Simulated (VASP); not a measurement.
Input:

```
CELL_PARAMETERS angstrom
     -1.57751     1.57751     1.57751
      1.57751    -1.57751     1.57751
      1.57751     1.57751    -1.57751
ATOMIC_POSITIONS crystal
  W  0.00000 0.00000 0.00000
```

All values below come from PBEsol GGA, VASP's PBE PAW potentials (set 64) (plane waves; VASP). Numerical set-up: 500 eV cut-off, 16×16×16 Γ-centred mesh, first-order Methfessel-Paxton smearing of 0.10 eV, potentials W_sv.

Task: The ions, cell shape and volume at an external pressure of 5.0 GPa are relaxed. Give the cell that the relaxation ends in.

Result: 
```
CELL_PARAMETERS angstrom
     -1.56996     1.56996     1.56996
      1.56996    -1.56996     1.56996
      1.56996     1.56996    -1.56996
ATOMIC_POSITIONS crystal
  W  0.00000 0.00000 0.00000
```
Space group Im-3m (229), at a tolerance of 0.03 Å.

Task: How do energy and volume change from the first to the last step?

Result: The energy (σ→0) changes by +3.4 meV/atom and the volume by -1.4 %, in 3 ionic steps.

The compound is W in the bcc structure. This run relaxes it under an external pressure of 5 GPa. Symmetry was kept, so distortions that lower it aren't found.
